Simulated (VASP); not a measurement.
Data:

```xyz
2
Lattice="0.0000 2.5534 2.5534 2.5534 0.0000 2.5534 2.5534 2.5534 0.0000" Properties=species:S:1:pos:R:3 pbc="T T T"
Cu     0.0000     0.0000     0.0000
Cl     1.2767     1.2767     1.2767
```

Method: LDA (Ceperley-Alder, Perdew-Zunger), VASP's LDA PAW potentials (set 64) (plane waves; VASP 6.6.1). Settings: 520 eV cut-off, 9×9×9 Γ-centred mesh, Gaussian smearing of 0.050 eV, potentials Cu Cl.

Question: Predict the energy per atom (σ→0), pressure, band gap (on the k-mesh) with the smallest direct gap where there is one.

Answer: 
```yaml
band gap (on the k-mesh): 0.81 eV
smallest direct gap (on the k-mesh): 0.81 eV
energy per atom (σ→0): -3.885 eV/atom
pressure: 5.42 GPa
```

Total energies compare only between runs with the same potentials, cut-off and functional.

The compound is CuCl in the zinc blende structure. This cell is one point of a volume scan, at 0.94 of the reference volume.
